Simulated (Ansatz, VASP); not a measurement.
**Cross-check of Ti (Titanium) between VASP and Ansatz**

Wanted: the spread between two codes on one cell, functional and k mesh. The cell is taken from a series of runs on this material, whose earlier steps may have relaxed, scaled, displaced or heated it; both programs get it as it stands.

Program: Ansatz 0.2.0. Level of theory: plane waves, with VASP 6.6.1 beside it; zone-centre phonons at LDA. Results are calculated unless marked as measured.

## Step 1: The structure

Symmetry: P6_3/mmc, No. 194, hexagonal system. The conventional cell has a = 2.778 Å, b = 2.778 Å, c = 4.667 Å, α = 90.00°, β = 90.00°, γ = 120.00°. Nearest to Ti lie 12 Ti at 2.78 to 2.83 Å.

As a file:

```
Ti
1.0
     2.77767    0.00000    0.00000
    -1.38884    2.40554    0.00000
     0.00000    0.00000    4.66651
Ti
2
Cartesian
  0.0000 1.6037 1.1666
  1.3888 0.8018 3.4999
```

## Step 2: VASP: zone-centre phonons, LDA

Second derivatives magnify differences that forces hide, and they need a tight electronic threshold.

Lines of VASP's logs that name or quote its potential files are left out, and so is its time.

Input file INCAR:

```
SYSTEM = Ti
PREC = Accurate
ENCUT = 500
EDIFF = 1E-08
NELM = 120
ISMEAR = 1
SIGMA = 0.2
LREAL = .FALSE.
ALGO = Normal
GGA = CA
NBANDS = 18
LASPH = .TRUE.
LORBIT = 11
LWAVE = .FALSE.
LCHARG = .FALSE.
ISIF = 2
IBRION = 8
GGA_COMPAT = .FALSE.
KPAR = 2
```

Input file POSCAR:

```
Ti
1.0
    2.7776736165      0.0000000000      0.0000000000
   -1.3888368082      2.4055359153      0.0000000000
    0.0000000000      0.0000000000      4.6665113889
Ti
2
Direct
    0.3333333333      0.6666666667      0.2500000000
    0.6666666667      0.3333333333      0.7500000000
```

Input file KPOINTS:

```
Automatic mesh
0
Gamma
18 18 12
0 0 0
```

The projector-augmented-wave data sets are Ti_sv (LDA family, release 64).

On the command line:

```bash
> mpirun -np 2 vasp_std
```

Numbers of over 12 decimals in the logs are rounded to 6 here.

Log:

```text
[banner, memory and clock lines left out]
running    2 mpi-ranks, on    1 nodes
 distrk:  each k-point on    1 cores,    2 groups
 distr:  one band on    1 cores,    1 groups

 POSCAR found type information on POSCAR Ti
 POSCAR found :  1 types and       2 ions
 LDA part: xc-table for (Slater(with rela. corr.)+CA(PZ))
 , standard interpolation
 POSCAR, INCAR and KPOINTS ok, starting setup
 FFT: planning ... GRIDC
 FFT: planning ... GRID_SOFT
 FFT: planning ... GRID
 WAVECAR not read
 entering main loop
       N       E                     dE             d eps       ncg     rms          rms(c)
DAV:   1     0.250353554514E+03    0.25035E+03   -0.12940E+04  9332   0.165E+03
DAV:   2     0.101501583955E+02   -0.24020E+03   -0.23703E+03  9528   0.449E+02
DAV:   3    -0.177622695423E+02   -0.27912E+02   -0.27564E+02 17454   0.126E+02
DAV:   4    -0.187903904203E+02   -0.10281E+01   -0.10269E+01 10616   0.255E+01
DAV:   5    -0.188358721756E+02   -0.45482E-01   -0.45475E-01 14344   0.390E+00    0.129E+01
DAV:   6    -0.170603485327E+02    0.17755E+01   -0.61934E+00 11326   0.265E+01    0.358E+00
DAV:   7    -0.170396312249E+02    0.20717E-01   -0.76669E-01 14058   0.657E+00    0.207E+00
DAV:   8    -0.170705358814E+02   -0.30905E-01   -0.23634E-01 10606   0.605E+00    0.757E-01
DAV:   9    -0.170615358486E+02    0.90000E-02   -0.48764E-02 10650   0.253E+00    0.911E-02
DAV:  10    -0.170620506677E+02   -0.51482E-03   -0.34484E-03 13480   0.387E-01    0.917E-02
DAV:  11    -0.170620577640E+02   -0.70963E-05   -0.18628E-04 11940   0.125E-01    0.433E-02
DAV:  12    -0.170620466534E+02    0.11111E-04   -0.43494E-05 10778   0.639E-02    0.491E-03
DAV:  13    -0.170620459845E+02    0.66888E-06   -0.32221E-06 13728   0.130E-02    0.369E-03
DAV:  14    -0.170620462680E+02   -0.28346E-06   -0.64122E-07  9994   0.771E-03    0.690E-04
DAV:  15    -0.170620462559E+02    0.12064E-07   -0.48795E-08  9448   0.127E-03    0.803E-05
DAV:  16    -0.170620462569E+02   -0.94269E-09   -0.17842E-09  5290   0.460E-04
   1 F= -.17062046E+02 E0= -.17063055E+02  d E =0.302694E-02
 Linear response reoptimize wavefunctions to high precision
DAV:   1    -0.170620462573E+02   -0.40745E-09   -0.56500E-10  5490   0.211E-04
DAV:   2    -0.170620462573E+02   -0.15916E-10   -0.21707E-10  5152   0.126E-04
 Linear response DOF=           2
 Linear response progress:
  Degree of freedom:   1/  2
       N       E                     dE             d eps       ncg     rms          rms(c)
RMM:   1    -0.518795006499E+00   -0.51880E+00    0.30764E+01 41487   0.137E+02
RMM:   2    -0.497892697161E+00    0.20902E-01   -0.31599E-01 74414   0.461E+00    0.293E-01
RMM:   3    -0.495228799703E+00    0.26639E-02   -0.20383E-02 82833   0.122E+00    0.130E-01
RMM:   4    -0.495846550883E+00   -0.61775E-03   -0.73122E-03 98150   0.515E-01    0.192E-02
RMM:   5    -0.496487288146E+00   -0.64074E-03   -0.15892E-03103799   0.201E-01    0.111E-02
RMM:   6    -0.496727658630E+00   -0.24037E-03   -0.56731E-04101814   0.953E-02    0.129E-02
RMM:   7    -0.497304314418E+00   -0.57666E-03   -0.11247E-04 93210   0.490E-02    0.300E-03
RMM:   8    -0.497553733336E+00   -0.24942E-03   -0.45842E-05102271   0.263E-02    0.102E-03
RMM:   9    -0.497542106481E+00    0.11627E-04   -0.38739E-06104883   0.131E-02    0.627E-04
RMM:  10    -0.497564679134E+00   -0.22573E-04    0.53552E-06103103   0.711E-03    0.163E-04
RMM:  11    -0.497573974885E+00   -0.92958E-05   -0.27801E-06104449   0.408E-03    0.131E-04
RMM:  12    -0.497571683841E+00    0.22910E-05    0.31647E-06105143   0.230E-03    0.543E-05
RMM:  13    -0.497571266214E+00    0.41763E-06   -0.16699E-07106232   0.145E-03    0.248E-05
RMM:  14    -0.497572721186E+00   -0.14550E-05    0.62596E-07102746   0.958E-04    0.227E-05
[...]
RMM:  18    -0.497572110654E+00   -0.49722E-06    0.11667E-08 95342   0.328E-04    0.114E-05
RMM:  19    -0.497572077928E+00    0.32726E-07   -0.30103E-07105983   0.274E-04    0.123E-05
RMM:  20    -0.497572104534E+00   -0.26607E-07    0.51643E-08105092   0.236E-04    0.119E-05
RMM:  21    -0.497572131817E+00   -0.27283E-07   -0.68540E-08102576   0.210E-04    0.137E-05
RMM:  22    -0.497572223767E+00   -0.91950E-07    0.12877E-08 90442   0.197E-04    0.863E-06
RMM:  23    -0.497572243597E+00   -0.19830E-07   -0.14597E-07 95454   0.181E-04    0.624E-06
RMM:  24    -0.497572286741E+00   -0.43144E-07   -0.27197E-08 96485   0.170E-04    0.405E-06
RMM:  25    -0.497572296016E+00   -0.92752E-08   -0.53611E-08103702   0.158E-04    0.386E-06
 first order change of Fermi-energy   0.61620E-04
 force on displaced ion       1 direction 1 :  -0.861  -0.000   0.000
 Linear response progress:
  Degree of freedom:   2/  2
       N       E                     dE             d eps       ncg     rms          rms(c)
RMM:   1    -0.682483188460E+00   -0.68248E+00    0.30491E+01 14251   0.137E+02
RMM:   2    -0.647094116196E+00    0.35389E-01   -0.32681E-01 25968   0.468E+00    0.307E-01
RMM:   3    -0.644733905463E+00    0.23602E-02   -0.25648E-02 28274   0.134E+00    0.135E-01
RMM:   4    -0.646323852191E+00   -0.15899E-02   -0.10708E-02 32588   0.588E-01    0.544E-02
RMM:   5    -0.646793071794E+00   -0.46922E-03   -0.18429E-03 30597   0.236E-01    0.215E-02
RMM:   6    -0.647472449313E+00   -0.67938E-03   -0.73564E-04 34690   0.120E-01    0.106E-02
RMM:   7    -0.647883961154E+00   -0.41151E-03   -0.10519E-04 34167   0.526E-02    0.624E-03
RMM:   8    -0.648435819825E+00   -0.55186E-03   -0.34252E-05 31199   0.308E-02    0.229E-03
RMM:   9    -0.648413709908E+00    0.22110E-04   -0.10500E-05 35295   0.156E-02    0.845E-04
RMM:  10    -0.648386925941E+00    0.26784E-04   -0.50872E-06 33763   0.825E-03    0.364E-04
RMM:  11    -0.648394348251E+00   -0.74223E-05   -0.31354E-06 36477   0.474E-03    0.229E-04
RMM:  12    -0.648400868297E+00   -0.65200E-05   -0.44102E-06 33936   0.290E-03    0.700E-05
RMM:  13    -0.648404811204E+00   -0.39429E-05   -0.29471E-06 35256   0.197E-03    0.992E-05
RMM:  14    -0.648402468659E+00    0.23425E-05   -0.30685E-06 34885   0.134E-03    0.169E-05
RMM:  15    -0.648402716888E+00   -0.24823E-06   -0.26956E-06 36541   0.985E-04    0.195E-05
RMM:  16    -0.648402753592E+00   -0.36704E-07   -0.20733E-06 36016   0.757E-04    0.237E-05
RMM:  17    -0.648402332765E+00    0.42083E-06   -0.15541E-06 34248   0.628E-04    0.392E-05
RMM:  18    -0.648402343801E+00   -0.11036E-07   -0.15191E-06 35654   0.532E-04    0.430E-05
RMM:  19    -0.648402359272E+00   -0.15471E-07   -0.14205E-06 32940   0.469E-04    0.505E-05
RMM:  20    -0.648402200087E+00    0.15919E-06   -0.11906E-06 33122   0.428E-04    0.587E-05
RMM:  21    -0.648402258630E+00   -0.58543E-07   -0.10972E-06 33558   0.390E-04    0.603E-05
RMM:  22    -0.648402355218E+00   -0.96588E-07   -0.89558E-07 34675   0.356E-04    0.577E-05
 first order change of Fermi-energy  -0.26015E-03
 force on displaced ion       1 direction 3 :  -0.000   0.000  -4.576
 Linear response finished
```

Parts of OUTCAR (step 2):

```text
ion  position               nearest neighbor table
   1  0.333  0.667  0.250-   2 2.83   2 2.83   2 2.83   2 2.83   2 2.83   2 2.83
   2  0.667  0.333  0.750-   1 2.83   1 2.83   1 2.83   1 2.83   1 2.83   1 2.83

  LATTYP: Found a hexagonal cell.
 ALAT       =     2.7776736165
 C/A-ratio  =     1.6800070970

 Subroutine GETGRP returns: Found 24 space group operations
 (whereof 12 operations were pure point group operations)

The static configuration has the point symmetry D_3d.
 The point group associated with its full space group is D_6h.

 Found    259 irreducible k-points:

   k-points           NKPTS =    259   k-points in BZ     NKDIM =    259   number of bands    NBANDS=     18

   dimension x,y,z NGX =    20 NGY =   20 NGZ =   36
   dimension x,y,z NGXF=    40 NGYF=   40 NGZF=   72

   ENCUT  =  500.0 eV  36.75 Ry    6.06 a.u.   5.06  5.06  8.51*2*pi/ulx,y,z

   NELECT =      24.0000    total number of electrons

 k-points in reciprocal lattice and weights: Automatic mesh
   0.00000000  0.00000000  0.00000000       0.000
   0.05555556  0.00000000  0.00000000       0.002
   0.11111111  0.00000000  0.00000000       0.002
   0.16666667  0.00000000  0.00000000       0.002
   0.22222222  0.00000000  0.00000000       0.002
   0.27777778  0.00000000  0.00000000       0.002
   0.33333333 -0.00000000  0.00000000       0.002
   0.38888889  0.00000000  0.00000000       0.002
   0.44444444  0.00000000  0.00000000       0.002
[...]
0.33333333  0.27777778  0.50000000       0.003
   0.33333333  0.33333333  0.50000000       0.001

 average (electrostatic) potential at core
       1 -71.1131       2 -71.1131

  Total        1.1397360      1.1397360     -0.0529310      0.0000000     -0.0000000      0.0000000
  in kB       58.5638309     58.5638309     -2.7197876      0.0000000     -0.0000000      0.0000000
  external PRESSURE =      38.1359581 kB  Pullay stress =       0.0000000 kB

  energy-cutoff  :      500.00
  volume of cell :       31.18
      direct lattice vectors                 reciprocal lattice vectors
     2.777673616  0.000000000  0.000000000     0.360013500  0.207853891  0.000000000
    -1.388836808  2.405535915  0.000000000     0.000000000  0.415707782  0.000000000
     0.000000000  0.000000000  4.666511389     0.000000000  0.000000000  0.214292845

 POSITION                                       TOTAL-FORCE (eV/Angst)
 -----------------------------------------------------------------------------------
     -0.00000      1.60369      1.16663         0.000000     -0.000000      0.000000
      1.38884      0.80185      3.49988        -0.000000      0.000000      0.000000
 -----------------------------------------------------------------------------------
    total drift:                               -0.000000      0.000000     -0.000000

 Eigenvectors and eigenvalues of the dynamical matrix
 ----------------------------------------------------

   1 f  =    6.834703 THz    42.943705 2PiTHz  227.981151 cm-1    28.266048 meV
             X         Y         Z           dx          dy          dz
     -0.000000  1.603691  1.166628    -0.000000    0.000000    0.707107
      1.388837  0.801845  3.499884     0.000000    0.000000   -0.707107

   2 f  =    2.964018 THz    18.623471 2PiTHz   98.868983 cm-1    12.258186 meV
             X         Y         Z           dx          dy          dz
     -0.000000  1.603691  1.166628     0.550230    0.444124    0.000000
      1.388837  0.801845  3.499884    -0.550230   -0.444124    0.000000

   3 f  =    2.964018 THz    18.623471 2PiTHz   98.868983 cm-1    12.258186 meV
             X         Y         Z           dx          dy          dz
     -0.000000  1.603691  1.166628     0.444124   -0.550230   -0.000000
      1.388837  0.801845  3.499884    -0.444124    0.550230   -0.000000

   4 f/i=    0.000000 THz     0.000000 2PiTHz    0.000001 cm-1     0.000000 meV
             X         Y         Z           dx          dy          dz
     -0.000000  1.603691  1.166628     0.676819    0.201083    0.038492
      1.388837  0.801845  3.499884     0.676819    0.201083    0.038492

   5 f/i=    0.000000 THz     0.000000 2PiTHz    0.000002 cm-1     0.000000 meV
             X         Y         Z           dx          dy          dz
     -0.000000  1.603691  1.166628    -0.203906    0.650116    0.189134
      1.388837  0.801845  3.499884    -0.203906    0.650116    0.189134

   6 f/i=    0.000000 THz     0.000001 2PiTHz    0.000003 cm-1     0.000000 meV
             X         Y         Z           dx          dy          dz
     -0.000000  1.603691  1.166628    -0.018395    0.192133   -0.680255
      1.388837  0.801845  3.499884    -0.018395    0.192133   -0.680255

 ELASTIC MODULI CONTR FROM IONIC RELAXATION (kBar)
 Direction    XX          YY          ZZ          XY          YZ          ZX
 --------------------------------------------------------------------------------
 XX        -119.6847    119.6847      0.0000     -0.0000     -0.0000      0.0000
 YY         119.6847   -119.6847     -0.0000     -0.0000      0.0000      0.0000
 ZZ           0.0000     -0.0000     -0.0000     -0.0000     -0.0000      0.0000
 XY          -0.0000     -0.0000     -0.0000   -119.6847     -0.0000      0.0000
 YZ          -0.0000      0.0000     -0.0000     -0.0000     -0.0000      0.0000
 ZX           0.0000      0.0000      0.0000      0.0000      0.0000      0.0000
 --------------------------------------------------------------------------------
```

Energies printed during the response cycles are not total energies of the cell.

(Continued in part 2 of 2.)

[Lines on the potential files, build, host, timing and source positions are cut from VASP's logs without a mark.]

[Logs are printed without paths, hosts, clocks, repeated set-up lines and the standing remarks that a program may print on its own settings, such as how far it seeks lower states.]

[Hosts, paths, dates, database ids (printed as entryN), source tags and the programs' standing remarks are cut or masked in the printed files.]
